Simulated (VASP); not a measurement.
A cell of ZrO₂ (fluorite) near equilibrium:

```xyz
3
Lattice="0.0000 2.5460 2.5460 2.5460 0.0000 2.5460 2.5460 2.5460 0.0000" Properties=species:S:1:pos:R:3 pbc="T T T"
Zr     0.0000     0.0000     0.0000
O      1.2730     1.2730     1.2730
O      3.8190     3.8190     3.8190
```

Method: r2SCAN meta-GGA, VASP's PBE PAW potentials (set 64) (plane waves; VASP).

```
run               ΔE (meV/atom)    σxx    σyy    σzz  largest shear component, with its sign (GPa)  largest force (eV/Å)  gap (eV)
----------------  -------------  -----  -----  -----  --------------------------------------------  --------------------  --------
as it is                    0.0  -0.28  -0.28  -0.28                                          0.00                 0.000      3.87
after one change            1.3   3.12   0.79   3.12                                          0.00                 0.000      3.86
```
Stress is in GPa, positive when the cell is compressed; gaps are those on the k-mesh, and 0.00 means metallic.

What was changed between the two runs?
A. isotropic strain of -0.5 %
B. shear strain γ_xy = +1.5 %
C. biaxial strain of -0.5 % in the xz plane
D. biaxial strain of -0.5 % in the yz plane

C, biaxial strain of -0.5 % in the xz plane

The compound is ZrO2 in the fluorite structure, the high-temperature cubic form, which is unstable at 0 K; the monoclinic form is the stable one.
